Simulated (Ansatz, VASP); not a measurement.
# Ir in two plane-wave programs, part 2 of 2

Wanted: the spread between two codes on one cell, functional and k mesh. The cell is taken from a series of runs on this material, whose earlier steps may have relaxed, scaled, displaced or heated it; both programs get it as it stands.

VASP 6.6.1 and Ansatz 0.2.0.

So far: The starting structure; Ansatz: zone-centre phonons, PBEsol; VASP: zone-centre phonons, PBEsol.

## 3. VASP: zone-centre phonons, PBEsol (continued)

Level of this step: PBEsol; plane waves and PAW (Ir) (VASP).

Numbers of over 12 decimals in the logs are rounded to 6 here.

From OUTCAR (step 3):

```text
ion  position               nearest neighbor table
   1  0.000  0.000  0.167-   2 2.63   2 2.63   2 2.63   2 2.63
   2  0.500  0.500  0.214-   1 2.63   1 2.63   1 2.63   1 2.63   3 2.72   3 2.72   3 2.72   3 2.72

  LATTYP: Found a simple tetragonal cell.
 ALAT       =     2.6761956308
 C/A-ratio  =    14.6327227314

 Subroutine GETGRP returns: Found 16 space group operations
 (whereof  8 operations were pure point group operations)

The static configuration has the point symmetry C_4v.
 The point group associated with its full space group is D_4h.

 Found     45 irreducible k-points:

   k-points           NKPTS =     45   k-points in BZ     NKDIM =     45   number of bands    NBANDS=     28

   dimension x,y,z NGX =    20 NGY =   20 NGZ =  288
   dimension x,y,z NGXF=    40 NGYF=   40 NGZF=  576

   ENCUT  =  500.0 eV  36.75 Ry    6.06 a.u.   4.88  4.88 71.40*2*pi/ulx,y,z

   NELECT =      45.0000    total number of electrons

 k-points in reciprocal lattice and weights: Automatic mesh
   0.00000000  0.00000000  0.00000000       0.004
   0.06250000  0.00000000  0.00000000       0.016
   0.12500000  0.00000000  0.00000000       0.016
   0.18750000  0.00000000  0.00000000       0.016
   0.25000000  0.00000000  0.00000000       0.016
   0.31250000  0.00000000  0.00000000       0.016
   0.37500000  0.00000000  0.00000000       0.016
   0.43750000  0.00000000  0.00000000       0.016
   0.50000000  0.00000000  0.00000000       0.008
[...]
0.50000000  0.43750000  0.00000000       0.016
   0.50000000  0.50000000  0.00000000       0.004

 average (electrostatic) potential at core
       1 -59.9264       2 -60.7349       3 -60.4966       4 -60.7349       5 -59.9264

 POSITION                                       TOTAL-FORCE (eV/Angst)
 -----------------------------------------------------------------------------------
      0.00000      0.00000      6.55708        -0.000000      0.000000     -0.085729
      0.00000      1.89236      8.38736         0.000000      0.000000      0.030758
      0.00000      0.00000     10.34000        -0.000000     -0.000000     -0.000000
      0.00000      1.89236     12.29264        -0.000000     -0.000000     -0.030758
      0.00000      0.00000     14.12292        -0.000000     -0.000000      0.085729
 -----------------------------------------------------------------------------------
    total drift:                               -0.000000      0.000000     -0.000084

 Eigenvectors and eigenvalues of the dynamical matrix
 ----------------------------------------------------

   1 f  =    6.231835 THz    39.155774 2PiTHz  207.871639 cm-1    25.772787 meV
             X         Y         Z           dx          dy          dz
      0.000000  0.000000  6.557079     0.000000    0.000000    0.393358
      0.000000  1.892356  8.387358     0.000000    0.000000   -0.587596
      0.000000  0.000000 10.340000    -0.000000    0.000000   -0.000000
      0.000000  1.892356 12.292642    -0.000000   -0.000000    0.587596
      0.000000  0.000000 14.122921     0.000000   -0.000000   -0.393358

   2 f  =    5.962731 THz    37.464945 2PiTHz  198.895301 cm-1    24.659863 meV
             X         Y         Z           dx          dy          dz
      0.000000  0.000000  6.557079     0.000000    0.000000   -0.321115
      0.000000  1.892356  8.387358     0.000000   -0.000000    0.544850
      0.000000  0.000000 10.340000     0.000000   -0.000000   -0.447268
      0.000000  1.892356 12.292642    -0.000000    0.000000    0.544850
      0.000000  0.000000 14.122921     0.000000   -0.000000   -0.321115

   3 f  =    4.959953 THz    31.164307 2PiTHz  165.446239 cm-1    20.512710 meV
             X         Y         Z           dx          dy          dz
      0.000000  0.000000  6.557079     0.000000    0.000000   -0.443833
      0.000000  1.892356  8.387358    -0.000000   -0.000000    0.056273
      0.000000  0.000000 10.340000    -0.000000   -0.000000    0.774398
      0.000000  1.892356 12.292642     0.000000    0.000000    0.056273
      0.000000  0.000000 14.122921    -0.000000   -0.000000   -0.443833

   4 f  =    4.524988 THz    28.431337 2PiTHz  150.937348 cm-1    18.713838 meV
             X         Y         Z           dx          dy          dz
      0.000000  0.000000  6.557079     0.064753    0.346805   -0.000000
      0.000000  1.892356  8.387358    -0.100490   -0.538208    0.000000
      0.000000  0.000000 10.340000     0.071448    0.382661    0.000000
      0.000000  1.892356 12.292642    -0.100490   -0.538208    0.000000
      0.000000  0.000000 14.122921     0.064753    0.346805   -0.000000

   5 f  =    4.524988 THz    28.431337 2PiTHz  150.937348 cm-1    18.713838 meV
             X         Y         Z           dx          dy          dz
      0.000000  0.000000  6.557079    -0.346805    0.064753    0.000000
      0.000000  1.892356  8.387358     0.538208   -0.100490    0.000000
      0.000000  0.000000 10.340000    -0.382661    0.071448   -0.000000
      0.000000  1.892356 12.292642     0.538208   -0.100490    0.000000
      0.000000  0.000000 14.122921    -0.346805    0.064753    0.000000

   6 f  =    4.487960 THz    28.198686 2PiTHz  149.702243 cm-1    18.560704 meV
             X         Y         Z           dx          dy          dz
      0.000000  0.000000  6.557079    -0.024037    0.421255   -0.000000
      0.000000  1.892356  8.387358     0.032324   -0.566500   -0.000000
      0.000000  0.000000 10.340000     0.000000    0.000000    0.000000
      0.000000  1.892356 12.292642    -0.032324    0.566500   -0.000000
      0.000000  0.000000 14.122921     0.024037   -0.421255    0.000000

   7 f  =    4.487960 THz    28.198686 2PiTHz  149.702243 cm-1    18.560704 meV
             X         Y         Z           dx          dy          dz
      0.000000  0.000000  6.557079     0.421255    0.024037    0.000000
      0.000000  1.892356  8.387358    -0.566500   -0.032324    0.000000
      0.000000  0.000000 10.340000     0.000000   -0.000000   -0.000000
      0.000000  1.892356 12.292642     0.566500    0.032324    0.000000
      0.000000  0.000000 14.122921    -0.421255   -0.024037    0.000000

   8 f  =    3.260509 THz    20.486379 2PiTHz  108.758858 cm-1    13.484374 meV
             X         Y         Z           dx          dy          dz
      0.000000  0.000000  6.557079     0.404035    0.111197   -0.000000
      0.000000  1.892356  8.387358    -0.015617   -0.004298    0.000000
      0.000000  0.000000 10.340000    -0.776282   -0.213645    0.000000
      0.000000  1.892356 12.292642    -0.015617   -0.004298   -0.000000
      0.000000  0.000000 14.122921     0.404035    0.111197   -0.000000

   9 f  =    3.260509 THz    20.486379 2PiTHz  108.758858 cm-1    13.484374 meV
             X         Y         Z           dx          dy          dz
      0.000000  0.000000  6.557079    -0.111197    0.404035    0.000000
      0.000000  1.892356  8.387358     0.004298   -0.015617    0.000000
      0.000000  0.000000 10.340000     0.213645   -0.776282    0.000000
      0.000000  1.892356 12.292642     0.004298   -0.015617   -0.000000
      0.000000  0.000000 14.122921    -0.111197    0.404035   -0.000000

  10 f  =    2.739371 THz    17.211979 2PiTHz   91.375597 cm-1    11.329125 meV
             X         Y         Z           dx          dy          dz
      0.000000  0.000000  6.557079    -0.000000   -0.000000    0.587596
      0.000000  1.892356  8.387358    -0.000000   -0.000000    0.393358
      0.000000  0.000000 10.340000     0.000000    0.000000   -0.000000
      0.000000  1.892356 12.292642     0.000000    0.000000   -0.393358
      0.000000  0.000000 14.122921    -0.000000   -0.000000   -0.587596

  11 f  =    1.763109 THz    11.077938 2PiTHz   58.810973 cm-1     7.291628 meV
             X         Y         Z           dx          dy          dz
      0.000000  0.000000  6.557079    -0.353367    0.443958   -0.000000
      0.000000  1.892356  8.387358    -0.262767    0.330131   -0.000000
      0.000000  0.000000 10.340000    -0.000000   -0.000000   -0.000000
      0.000000  1.892356 12.292642     0.262767   -0.330131   -0.000000
      0.000000  0.000000 14.122921     0.353367   -0.443958   -0.000000

  12 f  =    1.763109 THz    11.077938 2PiTHz   58.810973 cm-1     7.291628 meV
             X         Y         Z           dx          dy          dz
      0.000000  0.000000  6.557079    -0.443958   -0.353367   -0.000000
      0.000000  1.892356  8.387358    -0.330131   -0.262767   -0.000000
      0.000000  0.000000 10.340000     0.000000    0.000000   -0.000000
      0.000000  1.892356 12.292642     0.330131    0.262767   -0.000000
      0.000000  0.000000 14.122921     0.443958    0.353367   -0.000000

  13 f/i=    0.000889 THz     0.005584 2PiTHz    0.029643 cm-1     0.003675 meV
             X         Y         Z           dx          dy          dz
      0.000000  0.000000  6.557079    -0.446845    0.015950    0.000000
      0.000000  1.892356  8.387358    -0.446897    0.015952    0.000000
      0.000000  0.000000 10.340000    -0.447161    0.015962    0.000000
      0.000000  1.892356 12.292642    -0.446897    0.015952    0.000000
      0.000000  0.000000 14.122921    -0.446845    0.015950    0.000000

  14 f/i=    0.000889 THz     0.005584 2PiTHz    0.029643 cm-1     0.003675 meV
             X         Y         Z           dx          dy          dz
      0.000000  0.000000  6.557079     0.015950    0.446845   -0.000000
      0.000000  1.892356  8.387358     0.015952    0.446897   -0.000000
      0.000000  0.000000 10.340000     0.015962    0.447161   -0.000000
      0.000000  1.892356 12.292642     0.015952    0.446897   -0.000000
      0.000000  0.000000 14.122921     0.015950    0.446845   -0.000000

  15 f/i=    0.001689 THz     0.010612 2PiTHz    0.056339 cm-1     0.006985 meV
             X         Y         Z           dx          dy          dz
      0.000000  0.000000  6.557079     0.000000    0.000000    0.447099
      0.000000  1.892356  8.387358     0.000000    0.000000    0.447183
      0.000000  0.000000 10.340000     0.000000    0.000000    0.447504
      0.000000  1.892356 12.292642     0.000000    0.000000    0.447183
      0.000000  0.000000 14.122921     0.000000    0.000000    0.447099

 ELASTIC MODULI CONTR FROM IONIC RELAXATION (kBar)
 Direction    XX          YY          ZZ          XY          YZ          ZX
 --------------------------------------------------------------------------------
 XX        -285.9218   -285.9218   -588.7704      0.0000     -0.0000     -0.0000
 YY        -285.9218   -285.9218   -588.7704      0.0000     -0.0000     -0.0000
 ZZ        -588.7704   -588.7704  -1274.3081      0.0000     -0.0000      0.0000
 XY           0.0000      0.0000      0.0000      0.0000      0.0000      0.0000
 YZ          -0.0000     -0.0000     -0.0000      0.0000   -427.2972     -0.0000
 ZX          -0.0000     -0.0000      0.0000      0.0000     -0.0000   -556.7375
 --------------------------------------------------------------------------------
```

## 4. Side by side

Known differences besides the potentials themselves: Ansatz cuts the interaction across the vacuum, VASP repeats the sheet without a dipole correction; the data sets hold 85 valence electrons in Ansatz (on its PAW soft_1 files) and 45 in VASP; the cutoff is 420 eV in Ansatz and 500 eV in VASP; Ansatz makes its cores anew for this functional, VASP keeps those of its PBE data sets. Total energies have different zeros and are not compared.

The two programs side by side:

```
                  quantity  Ansatz   VASP  difference
optical mode 1 to 2 (cm⁻¹)    58.6   58.8     -0.41 %
     optical mode 3 (cm⁻¹)    90.7   91.4     -0.74 %
optical mode 4 to 5 (cm⁻¹)   108.2  108.8     -0.48 %
optical mode 6 to 7 (cm⁻¹)   148.8  149.7     -0.60 %
optical mode 8 to 9 (cm⁻¹)   150.0  150.9     -0.59 %
    optical mode 10 (cm⁻¹)   164.1  165.4     -0.83 %
    optical mode 11 (cm⁻¹)   196.3  198.9     -1.29 %
    optical mode 12 (cm⁻¹)   205.7  207.9     -1.05 %
```

Modes are paired by rising frequency, not by their patterns, so a pair may set unlike modes beside each other; they are those without the splitting of longitudinal modes. Where the cell holds vacuum, a pressure given here is an average over it and none of the material.

## 5. What came out

| Property | Result |
| --- | --- |
| r.m.s. difference of the optical zone-centre modes, each program's sorted by frequency (zone-centre phonons, PBEsol) | 1.2 cm⁻¹ |
| difference in optical mode 11 (zone-centre phonons, PBEsol) | -1.3 % |

In words: The r.m.s. difference of the optical zone-centre modes, each program's sorted by frequency is 1.2 cm⁻¹ (zone-centre phonons, PBEsol). The data sets hold unlike numbers of valence electrons (85 in Ansatz and 45 in VASP), so part of the differences may come from the potentials. Among the rows given in per cent, the largest difference of the zone-centre phonons, PBEsol pair is in optical mode 11, -1.3 %. How closely two codes agree says nothing of how well the functional describes the real material.

[Lines on the potential files, build, host, timing and source positions are cut from VASP's logs without a mark.]

[Logs are printed without paths, hosts, clocks, repeated set-up lines and the standing remarks that a program may print on its own settings, such as how far it seeks lower states.]

[Hosts, paths, dates, database ids (printed as entryN), source tags and the programs' standing remarks are cut or masked in the printed files.]
